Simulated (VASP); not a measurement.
A VASP calculation is set up with these files.

POSCAR:
```
CaO
1
    0.0000000000     2.4531000000     2.4531000000
    2.4531000000     0.0000000000     2.4531000000
    2.4531000000     2.4531000000     0.0000000000
Ca O
1 1
Direct
  0.0000000000   0.0000000000   0.0000000000
  0.5000000000   0.5000000000   0.5000000000
```

**INCAR**
```
SYSTEM = CaO
PREC = Accurate
ENCUT = 520
EDIFF = 1E-6
NELM = 100
ALGO = Normal
LREAL = .FALSE.
LASPH = .TRUE.
ISMEAR = 0
SIGMA = 0.05
GGA = PE
LWAVE = .FALSE.
LCHARG = .FALSE.
ISIF = 2
```

### KPOINTS
```
Automatic mesh
0
Gamma
7 7 7
0 0 0
```

POTCAR, in this order: Ca_sv O (PBE.64 set). Program: vasp_gam.

What VASP printed:

### standard output
```
 POSCAR found type information on POSCAR CaO
 POSCAR found :  2 types and       2 ions
 Reading from existing POTCAR
 Reading from existing POTCAR
 LDA part: xc-table for (Slater+PW92), standard interpolation

 -----------------------------------------------------------------------------
|                                                                             |
|     EEEEEEE  RRRRRR   RRRRRR   OOOOOOO  RRRRRR      ###     ###     ###     |
|     E        R     R  R     R  O     O  R     R     ###     ###     ###     |
|     E        R     R  R     R  O     O  R     R     ###     ###     ###     |
|     EEEEE    RRRRRR   RRRRRR   O     O  RRRRRR       #       #       #      |
|     E        R   R    R   R    O     O  R   R                               |
|     E        R    R   R    R   O     O  R    R      ###     ###     ###     |
|     EEEEEEE  R     R  R     R  OOOOOOO  R     R     ###     ###     ###     |
|                                                                             |
|     You are using the Gamma-point-only version with more than one           |
|     k-point or some other non-Gamma k-point.                                |
|                                                                             |
|       ---->  I REFUSE TO CONTINUE WITH THIS SICK JOB ... BYE!!! <----       |
|                                                                             |
 -----------------------------------------------------------------------------
```

Question: Read the log: what went wrong, and how is it fixed?

Answer: The cause: the Γ-only program was given a k-mesh. VASP stops with an error: You are using the Gamma-point-only version with more than one k-point or some other non-Gamma k-point. ----> I REFUSE TO CONTINUE WITH THIS SICK JOB ... BYE!!! <---- To mend it, run vasp_std.

The mended run (PBE GGA, plane waves, VASP's PBE PAW potentials (set 64)) converges, and its OSZICAR ends with
```
   1 F= -.12791562E+02 E0= -.12791562E+02  d E =-.668360E-15
```

The compound is CaO in the rock salt structure. The cell was not relaxed at this level.
